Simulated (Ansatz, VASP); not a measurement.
# ZnNi (ZnNi in the L10 ordering): VASP beside Ansatz

Aim: how closely do two programs agree when they are given the same cell, functional and k mesh? The cell is generated by rule, not measured, and may not be a known phase. The two relaxations start from unlike cells of this crystal (the structure described is Ansatz's start), so only their ends are compared.

Calculated with Ansatz 0.2.0; plane waves, with VASP 6.6.1 beside it; relaxation of cell and atoms at PBEsol.

The structure was built from a prototype and need not be the compound's stable phase.

### 1. Set-up

Symmetry: P4/mmm, No. 123, tetragonal system. Conventional cell: a = 2.640 Å, b = 2.640 Å, c = 3.734 Å, α = 90.00°, β = 90.00°, γ = 90.00°. Nearest to Ni lie 4 Ni at 2.64 Å and 8 Zn at 2.64 Å. Nearest to Zn lie 4 Zn at 2.64 Å and 8 Ni at 2.64 Å. Farther neighbours are not listed.

### 2. VASP: relaxation of cell and atoms, PBEsol

The relaxed volume is the usual yardstick between codes: in a stiff, nearly cubic crystal its relative difference is about their pressure difference at one cell divided by the bulk modulus.

Lines of VASP's logs that name or quote its potential files are left out, and so is its time.

File INCAR:

```
SYSTEM = ZnNi
PREC = Accurate
ENCUT = 600
EDIFF = 1E-07
NELM = 120
ISMEAR = 0
SIGMA = 0.1
LREAL = .FALSE.
ALGO = Normal
GGA = PS
NBANDS = 17
LASPH = .TRUE.
LORBIT = 11
LWAVE = .FALSE.
LCHARG = .FALSE.
ISIF = 3
IBRION = 2
NSW = 80
EDIFFG = -0.005
GGA_COMPAT = .FALSE.
NELMIN = 4
```

File POSCAR:

```
ZnNi
1.0
    2.6636254679      0.0000000000      0.0000000000
    0.0000000000      2.6636254679      0.0000000000
    0.0000000000      0.0000000000      3.2438187253
Ni Zn
1 1
Direct
    0.0000000000      0.0000000000      0.0000000000
    0.5000000000      0.5000000000      0.5000000000
```

File KPOINTS:

```
Automatic mesh
0
Gamma
8 8 6
0 0 0
```

Potentials, in the order of the species: Ni and Zn (PBE family, release 64).

Command:

```console
$ mpirun -np 1 vasp_std
```

Numbers of over 12 decimals in the logs are rounded to 6 here.

What it wrote:

```text
[banner, memory and clock lines left out]
running    1 mpi-ranks, on    1 nodes
 distrk:  each k-point on    1 cores,    1 groups
 distr:  one band on    1 cores,    1 groups

 POSCAR found type information on POSCAR NiZn
 POSCAR found :  2 types and       2 ions
|                                                                             |
|               ----> ADVICE to this user running VASP <----                  |
|                                                                             |
|     You enforced a specific xc type in the INCAR file but a different       |
|     [... a line on the potential file left out ...]
|     I HOPE YOU KNOW WHAT YOU ARE DOING!                                     |
|                                                                             |

 LDA part: xc-table for (Slater+PW92), standard interpolation
 POSCAR, INCAR and KPOINTS ok, starting setup
 FFT: planning ... GRIDC
 FFT: planning ... GRID_SOFT
 FFT: planning ... GRID
 WAVECAR not read
 entering main loop
       N       E                     dE             d eps       ncg     rms          rms(c)
DAV:   1     0.103532523769E+03    0.10353E+03   -0.11897E+04  2152   0.221E+03
DAV:   2    -0.553955595986E+01   -0.10907E+03   -0.10520E+03  2041   0.307E+02
DAV:   3    -0.936163646360E+01   -0.38221E+01   -0.37959E+01  2290   0.699E+01
DAV:   4    -0.939731448787E+01   -0.35678E-01   -0.35667E-01  2465   0.589E+00
DAV:   5    -0.939811365444E+01   -0.79917E-03   -0.79912E-03  2415   0.802E-01    0.111E+01
DAV:   6    -0.978937715943E+01   -0.39126E+00   -0.13843E+01  2138   0.655E+01    0.110E+01
DAV:   7    -0.832628792733E+01    0.14631E+01   -0.65099E+00  2280   0.698E+01    0.383E+00
DAV:   8    -0.829081015402E+01    0.35478E-01   -0.19946E-01  2559   0.770E+00    0.152E+00
DAV:   9    -0.828164481824E+01    0.91653E-02   -0.10850E-02  2685   0.139E+00    0.267E-01
DAV:  10    -0.828133496652E+01    0.30985E-03   -0.61412E-04  2684   0.282E-01    0.635E-02
DAV:  11    -0.828132428147E+01    0.10685E-04   -0.42662E-05  2358   0.901E-02    0.159E-02
DAV:  12    -0.828132465626E+01   -0.37479E-06   -0.60767E-06  2258   0.454E-02    0.914E-03
DAV:  13    -0.828132418762E+01    0.46864E-06   -0.61591E-07  2656   0.232E-02    0.163E-03
DAV:  14    -0.828132405104E+01    0.13658E-06   -0.41271E-08  1168   0.275E-03    0.423E-04
DAV:  15    -0.828132405572E+01   -0.46844E-08   -0.94317E-09  1084   0.145E-03
   1 F= -.82813241E+01 E0= -.82800936E+01  d E =-.828132E+01
[...]
2 F= -.82813286E+01 E0= -.82800966E+01  d E =-.451896E-05
[...]
3 F= -.82813304E+01 E0= -.82800974E+01  d E =-.638207E-05
 curvature:  -0.92 expect dE=-0.967E-05 dE for cont linesearch -0.804E-07
 trial: gam= 1.62658 g(F)=  0.760E-62 g(S)=  0.105E-04 ort = 0.723E-06 (trialstep = 0.244E+00)
 search vector abs. value=  0.287E-04
 bond charge predicted
       N       E                     dE             d eps       ncg     rms          rms(c)
DAV:   1    -0.828134111556E+01   -0.10638E-04   -0.16406E-04  2207   0.147E-01    0.223E-02
DAV:   2    -0.828133778776E+01    0.33278E-05   -0.34382E-05  2183   0.100E-01    0.177E-02
DAV:   3    -0.828133443100E+01    0.33568E-05   -0.18536E-05  2216   0.839E-02    0.101E-02
DAV:   4    -0.828133298839E+01    0.14426E-05   -0.18820E-06  2836   0.310E-02    0.257E-03
DAV:   5    -0.828133286375E+01    0.12465E-06   -0.13817E-07  1552   0.730E-03    0.473E-04
DAV:   6    -0.828133288068E+01   -0.16936E-07   -0.43543E-08  1039   0.270E-03
   4 F= -.82813329E+01 E0= -.82800994E+01  d E =-.244289E-05
 ZBRENT: can't locate minimum, use default step
 trial-energy change:   -0.000002  1 .order   -0.000003   -0.000003   -0.000002
 step:   0.9774(harm=  1.0041)  dis= 0.00000  next Energy=    -8.281336 (dE=-0.585E-05)
 reached required accuracy - stopping structural energy minimisation
```

From OUTCAR (step 2):

```text
ion  position               nearest neighbor table
   1  0.000  0.000  0.000-   2 2.49   2 2.49   2 2.49   2 2.49   2 2.49   2 2.49   2 2.49   2 2.49

  LATTYP: Found a simple tetragonal cell.
 ALAT       =     2.6636254679
 C/A-ratio  =     1.2178208853

 Subroutine GETGRP returns: Found 16 space group operations
 (whereof 16 operations were pure point group operations)

The static configuration has the point symmetry D_4h.

 Found     60 irreducible k-points:

   k-points           NKPTS =     60   k-points in BZ     NKDIM =     60   number of bands    NBANDS=     17

   dimension x,y,z NGX =    24 NGY =   24 NGZ =   28
   dimension x,y,z NGXF=    48 NGYF=   48 NGZF=   56

   ENCUT  =  600.0 eV  44.10 Ry    6.64 a.u.   5.32  5.32  6.48*2*pi/ulx,y,z

   NELECT =      22.0000    total number of electrons

 k-points in reciprocal lattice and weights: Automatic mesh
   0.00000000  0.00000000  0.00000000       0.003
   0.12500000  0.00000000  0.00000000       0.010
   0.25000000  0.00000000  0.00000000       0.010
   0.37500000  0.00000000  0.00000000       0.010
   0.50000000  0.00000000  0.00000000       0.005
   0.12500000  0.12500000  0.00000000       0.010
   0.25000000  0.12500000  0.00000000       0.021
   0.37500000  0.12500000  0.00000000       0.021
   0.50000000  0.12500000  0.00000000       0.010
[...]
0.50000000  0.37500000  0.50000000       0.010
   0.50000000  0.50000000  0.50000000       0.003

 average (electrostatic) potential at core
       1 -84.4689       2 -32.7787

 E-fermi :   6.3593

 k-point     1 :       0.0000    0.0000    0.0000
  band No.  band energies     occupation
    ...
      7       3.9285      2.00000
      8       4.1327      2.00000
      9       5.4579      2.00000
     10       5.4579      2.00000
     11       5.7348      2.00000
     12       9.5151      0.00000
     13      15.7687      0.00000
     14      16.4637      0.00000
     15      16.4637      0.00000
     16      21.4599      0.00000
    ...

 k-point     2 :       0.1250    0.0000    0.0000
  band No.  band energies     occupation
    ...
      7       3.9752      2.00000
      8       4.1749      2.00000
      9       5.1311      2.00000
     10       5.4472      2.00000
     11       5.6078      2.00000
     12      10.2352      0.00000
     13      13.8068      0.00000
     14      15.9172      0.00000
     15      16.9860      0.00000
     16      22.4468      0.00000
    ...

 k-point     3 :       0.2500    0.0000    0.0000
  band No.  band energies     occupation
    ...
      7       3.9998      2.00000
      8       4.2711      2.00000
      9       4.5591      2.00000
     10       5.3234      2.00000
     11       5.4209      2.00000
     12      10.1179      0.00000
     13      11.9758      0.00000
     14      16.3598      0.00000
     15      18.4521      0.00000
     16      23.0345      0.00000
    ...

  Total        0.0097496      0.0097496     -0.0001328      0.0000000      0.0000000      0.0000000
  in kB        0.6789814      0.6789814     -0.0092467      0.0000000      0.0000000      0.0000000
  external PRESSURE =       0.4495720 kB  Pullay stress =       0.0000000 kB

  energy-cutoff  :      600.00
  volume of cell :       23.01
      direct lattice vectors                 reciprocal lattice vectors
     2.664208376  0.000000000  0.000000000     0.375346016  0.000000000  0.000000000
     0.000000000  2.664208376  0.000000000     0.000000000  0.375346016 -0.000000000
     0.000000000  0.000000000  3.241170457     0.000000000 -0.000000000  0.308530518

 POSITION                                       TOTAL-FORCE (eV/Angst)
 -----------------------------------------------------------------------------------
      0.00000      0.00000      3.24117         0.000000      0.000000      0.000000
      1.33210      1.33210      1.62059         0.000000     -0.000000      0.000000
 -----------------------------------------------------------------------------------
    total drift:                                0.000000      0.000000     -0.000000

  FREE ENERGIE OF THE ION-ELECTRON SYSTEM (eV)
  ---------------------------------------------------
  free  energy   TOTEN  =        -8.2813328807 eV

  energy  without entropy=       -8.2788659652  energy(sigma->0) =       -8.28009942

 reached required accuracy - stopping structural energy minimisation

 total charge
# of ion       s       p       d       tot
------------------------------------------
    1        0.448   0.462   8.445   9.354
    2        0.625   0.595   9.755  10.975
--------------------------------------------------
tot          1.072   1.057  18.199  20.328

[... 3 further parts left out ...]
```

CONTCAR:

```
ZnNi
   1.00000000000000
     2.6642083762225219    0.0000000000000000    0.0000000000000000
     0.0000000000000000    2.6642083762225219    0.0000000000000000
     0.0000000000000000    0.0000000000000000    3.2411704569433195
  Ni              Zn
     1     1
Direct
     0.0000000000000000    0.0000000000000000    1.0000000000000000
     0.5000000000000000    0.5000000000000000    0.5000000000000000
```

The run keeps the 16 symmetry operations of its start, so it cannot find a distortion of lower symmetry.

### 3. Ansatz: relaxation of cell and atoms, PBEsol

Ansatz runs on its default PAW (the set named soft_2) files.

Its own start cell and the same functional, mesh and smearing now go to Ansatz, which takes its cutoff from its data sets.

File input.yaml:

```yaml
crystal:
  lattice:
    - [2.64027, 0.0, 0.0]
    - [0.0, 2.64027, 0.0]
    - [0.0, 0.0, 3.73395]
  atoms:
    - { symbol: Ni, position: [0.0, 0.0, 0.0] }
    - { symbol: Zn, position: [0.5, 0.5, 0.5] }
kpoints:
  mp_grid: { grid: [8, 8, 6] }
hamiltonian:
  xc: pbesol
scf:
  occupations: { method: gaussian, width: 0.1 }
output:
  forces: true
  stress: true
  eigenvalues: true
relax:
  adjacent_minimum: "off"
  f_tol: 0.05
  max_steps: 80
  cell: { stress_tol: 0.5 }
```

Command:

```console
$ ansatz run input.yaml --threads 4 --pin off --max-ram 8192MiB --backend cpu --events-out ev --progress --plain --runs-dir out
```

What it wrote:

```text
The last accepted step is kept in <dir> (removed where the run ends without a failure and the disk answers)
Engine: ansatz 0.2.0, x86_64-unknown-linux-gnu
Pseudopotentials: kind: paw
Pseudopotential: Ni, paw, valence charge 18, recommended cutoff 420 eV (normal), Ni.paw.azcp
Pseudopotential: Zn, paw, valence charge 12, recommended cutoff 420 eV (normal), Zn.paw.azcp
Functional definition: PBEsol
  exchange = pbesol_x
  correlation = pbesol_c
Crystal: 2 atoms, lattice volume = 26.029 Å³
Basis set: ecut = 420 eV, 513 PW (Γ), exchange–correlation on 36×36×50 points (8 copies of the dense FFT grid, shifted against one another)
Bands: 19, of which v1, the nominal top of the filled ones, is band 15 counted from 1 (14 counted from 0)
Symmetry: 16 space group operations
Space group: P4/mmm (ITA 123), of the structure as read, at distance tolerance 3.0e-5 Å
k-points: 60 of 384
Non-local potential: Ni, projectors of the file, l = 0: 3, l = 1: 2, l = 2: 3, l = 3: 1
Non-local potential: Zn, projectors of the file, l = 0: 2, l = 1: 2, l = 2: 3, l = 3: 1
PAW form: soft (Blöchl's): semilocal exchange-correlation on the pseudo side does not see the compensation charge
PAW frozen core: Ni, regenerated for the run's functional, and the local potential with it (the file was generated under x = pbe(κ = 0.804, μ = 0.219515), c = pbe(β = 0.066725))
PAW frozen core: Zn, regenerated for the run's functional, and the local potential with it (the file was generated under x = pbe(κ = 0.804, μ = 0.219515), c = pbe(β = 0.066725))
PAW one-centre angular grid: Ni, 590 points (default); XC on 64 Gauss nodes
PAW one-centre angular grid: Zn, 590 points (default); XC on 64 Gauss nodes
Initial density: superposition of atomic densities (neutral atoms: chi_scale 0, normalization atom), corrected by the library's trained network
Initial wavefunctions: pseudopotential atomic-orbital guess
Functional: x = pbesol(κ = 0.804, μ = 0.123457), c = pbesol(β = 0.046)
SCF iter   1: F=—  HF=-9086.212539 eV  |F-HF|=—  |Δ(HF+E_count)|=         —  Δρ=2.17e-2  dr2=7.36e-2  ethr=1.77e-3  ⟨swp⟩=5.3  Hψ=4990  notcnv=0
preconditioner: auto → none  [insulator: Δε(μ)=0.139 eV  Ē_g=10.680 eV  σ=0.100 eV  W_gap=0.61  n_scr=6 (ndim 8)  ℏωp=34.1 eV  f_vac=0.000  D(μ)=0.39/eV (n_scr^D=0)  ε∞_Penn≈11.2]
SCF iter   2: F=—  HF=-9086.203520 eV  |F-HF|=—  |Δ(HF+E_count)|=   9.02e-3  Δρ=5.48e-3  dr2=6.49e-3  ethr=2.45e-4  ⟨swp⟩=2.0  Hψ=1862  notcnv=0  defer=5
SCF iter   3: F=—  HF=-9086.202900 eV  |F-HF|=—  |Δ(HF+E_count)|=   6.19e-4  Δρ=1.46e-3  dr2=2.86e-4  ethr=2.16e-5  ⟨swp⟩=2.2  Hψ=1786  notcnv=0  defer=5
SCF iter   4: F=—  HF=-9086.202820 eV  |F-HF|=—  |Δ(HF+E_count)|=   8.07e-5  Δρ=3.56e-4  dr2=2.03e-5  ethr=9.55e-7  ⟨swp⟩=2.1  Hψ=1554  notcnv=0  defer=5
SCF iter   5: F=—  HF=-9086.202804 eV  |F-HF|=—  |Δ(HF+E_count)|=   1.56e-5  Δρ=7.06e-5  dr2=3.98e-7  ethr=6.75e-8  ⟨swp⟩=2.1  Hψ=1516  notcnv=0  defer=5
SCF iter   6: F=-9086.202805 eV  HF=-9086.202805 eV  |F-HF|=1.12e-8  |Δ(HF+E_count)|=   8.46e-7  Δρ=8.67e-6  dr2=1.53e-8  ethr=3.33e-10  ⟨swp⟩=6.5  Hψ=5592  notcnv=0
SCF 1 converged in 6 iterations: F = -9086.202805 eV  dr2 = 1.53e-8
  greatest PAW one-centre occupation: 1.001 electrons in one spin orbital (limit 2), on the Ni atom at site 0 (counted from 0), in its partial waves of l = 1
relax step   1: F+E_penalty+E_count = -9086.20280494 eV  Δ(F+E_penalty+E_count) = +0.000e0 eV  max|allowed force component| = 1.627e-30 eV/Å  Δτ_max = 0.0000 Å  P = -15.632 GPa  Ω = 26.029 Å³  (6 SCF iters, dr2 threshold 1.00e-7 eV, accepted)
[...]
relax step   4: F+E_penalty+E_count = -9086.42791112 eV  Δ(F+E_penalty+E_count) = -8.654e-3 eV  max|allowed force component| = 1.578e-30 eV/Å  Δτ_max = 0.0000 Å  P = +1.582 GPa  Ω = 22.738 Å³  energy of the carried Pulay correction = +1.704e-3 eV  (6 SCF iters, dr2 threshold 2.00e-7 eV, accepted)
[...]
relax step   5: F+E_penalty+E_count = -9086.43725636 eV  Δ(F+E_penalty+E_count) = -9.345e-3 eV  max|allowed force component| = 9.861e-32 eV/Å  Δτ_max = 0.0000 Å  P = +0.216 GPa  Ω = 22.897 Å³  energy of the carried Pulay correction = +1.624e-3 eV  (6 SCF iters, dr2 threshold 2.00e-7 eV, accepted)
[...]
relax step   6: F+E_penalty+E_count = -9086.43785718 eV  Δ(F+E_penalty+E_count) = -6.008e-4 eV  max|allowed force component| = 2.051e-29 eV/Å  Δτ_max = 0.0000 Å  P = -0.030 GPa  Ω = 22.932 Å³  energy of the carried Pulay correction = +1.603e-3 eV  (6 SCF iters, dr2 threshold 2.00e-7 eV, accepted)
[...]
relax step   7: F+E_penalty+E_count = -9086.43625777 eV  Δ(F+E_penalty+E_count) = +1.599e-3 eV  max|allowed force component| = 1.933e-29 eV/Å  Δτ_max = 0.0000 Å  P = -0.017 GPa  Ω = 22.932 Å³  stress off target by 6.09e-2 GPa  SCF on the basis re-selected at this cell (its energy is not comparable with the rows above)  (6 SCF iters)
basis re-selected at this cell: Δ(F+E_penalty+E_count) = +1.599e-3 eV, ΔP = +0.012 GPa vs the last step (what re-selecting the basis moved, of the pressure what is left beyond the Pulay correction that the steps carried, after the strain that the cell walked since its last selection, with what the two solves' SCF thresholds leave and, on support functions, any second-order correction that the steps lacked; it is no measure of the basis error at this ecutwfc). The dense FFT grid was sized anew with the basis: this SCF ran on 18×18×24 points, the steps before it on 18×18×25, so part of this shift can come from that change (see relax.cell in the input reference). [rest of the remark cut]
SCF converged after 6 iterations
Free energy (F): -9086.436258 eV
Harris-Foulkes:  -9086.436258 eV  (|F-HF|=7.28e-12)
Internal energy: -9086.433683 eV  (E = F + TS)
E sigma→0 (E₀):  -9086.434971 eV
Entropy (-TS):   -0.002574 eV (-1.287 meV/atom)
Fermi energy:    15.817940 eV
--- Per-component energies (eV) ---
  E_band       = -210.871367
  E_kinetic    = 418.202826
  E_local      = -5024.142586  (includes V_loc(G=0)·N_el)
  E_nonlocal   = 1251.143972
  E_hartree    = 2113.841338
  E_xc         = -222.283057
  E_vxc        = -164.582799  (∫ρ·V_xc dr)
  E_paw        = -3385.227229  (= ΣΔE_a)
  E_vpaw       = -919.175534  (= ΣTr[D̂ρ^β])
  E_aug_tail   = 0.000120  (compensation charges beyond the density's cutoff)
  E_ewald      = -4238.963711
  E_core_change = 0.994644  (= ΣΔE_core)
  E_smearing   = -0.002574  (= −TS)
  E_closure    = -0.000000  (closes the sum)
  Σ components = -9086.436258   (vs F -9086.436258, Δ=0.00e0)
--- Forces (eV/Å), atoms counted from 1 ---
  atom   1  Ni    -0.00000000    -0.00000000     0.00000000
  atom   2  Zn    -0.00000000     0.00000000     0.00000000
  max |Σ_I F_I| component: 3.71e-29 eV/Å
--- Stress (GPa, compression-positive) ---
       -0.056686       0.000000       0.000000
        0.000000      -0.056686       0.000000
        0.000000       0.000000       0.060945
  P = ⅓ Tr σ = -0.0175 GPa (-0.175 kbar)
--- Band table (eV; the first three rows and the last of 60) ---
  k-point 0: bands = [... 11 lower, 13.5824, 14.9175, 14.9175, 15.1907, 18.9814, 25.2688, 25.8317, 25.8317]
  k-point 1: bands = [... 11 lower, 13.3487, 14.7903, 14.7903, 15.1795, 16.9903, 26.4797, 26.4797, 28.1006]
  k-point 2: bands = [... 11 lower, 13.2493, 14.5521, 14.5521, 15.1251, 15.1570, 28.2490, 28.2490, 31.2835]
  k-point 59: bands = [... 11 lower, 12.5983, 15.0126, 15.6067, 21.3233, 21.3722, 21.3722, 21.4322, 21.4322]
--- Relaxed structure (6 steps of the walk, 6 accepted, 1 SCFs on fresh bases) ---
  F+E_penalty+E_count = -9086.43625777 eV   max|allowed force component| = 1.933e-29 eV/Å   (the final SCF, on the basis selected at the relaxed cell)
  cell:  # Å, volume = 22.9324 Å³
    - [2.663719, 0, 0.0]
    - [0, 2.663719, 0.0]
    - [0.0, 0.0, 3.232013]
  atoms:
    - { symbol: Ni, position: [0, 0, 0.0] }
    - { symbol: Zn, position: [0.500000, 0.500000, 0.500000] }
```

Reading the cycles: dr2 is the Hartree energy of the density residual (eV), the measure of convergence; HF is the Harris–Foulkes estimate of the energy, which meets the free energy F at convergence.

### 4. Differences

Known differences besides the potentials themselves: the data sets hold 30 valence electrons in Ansatz (on its default PAW (the set named soft_2) files) and 22 in VASP; the cutoff is 420 eV in Ansatz and 600 eV in VASP; Ansatz makes its cores anew for this functional, VASP keeps those of its PBE data sets; Ansatz adds a Pulay correction to the stress that steers its cell, VASP none. Total energies have different zeros and are not compared.

Compared:

| quantity | Ansatz | VASP | difference |
| --- | --- | --- | --- |
| volume (Å³) | 22.93 | 23.01 | -0.32 % |
| edge a after relaxation, in the typed setting (Å) | 2.664 | 2.664 | -0.02 % |
| edge c after relaxation, in the typed setting (Å) | 3.232 | 3.241 | -0.28 % |

### 5. Outcome

| Property | Result |
| --- | --- |
| difference in volume (relaxation of cell and atoms, PBEsol) | -0.32 % |

The difference in volume is -0.32 % (relaxation of cell and atoms, PBEsol), within the 1.2 % picked in this series as the mark of a large difference, as far as the stopping tolerances let one tell. The data sets hold unlike numbers of valence electrons (30 in Ansatz and 22 in VASP), so part of the differences comes from the potentials. How closely two codes agree says nothing of how well the functional describes the real material.

[Lines on the potential files, build, host, timing and source positions are cut from VASP's logs without a mark.]

[Logs are printed without paths, hosts, clocks, repeated set-up lines and the standing remarks that a program may print on its own settings, such as how far it seeks lower states.]

[Hosts, paths, dates, database ids (printed as entryN), source tags and the programs' standing remarks are cut or masked in the printed files.]
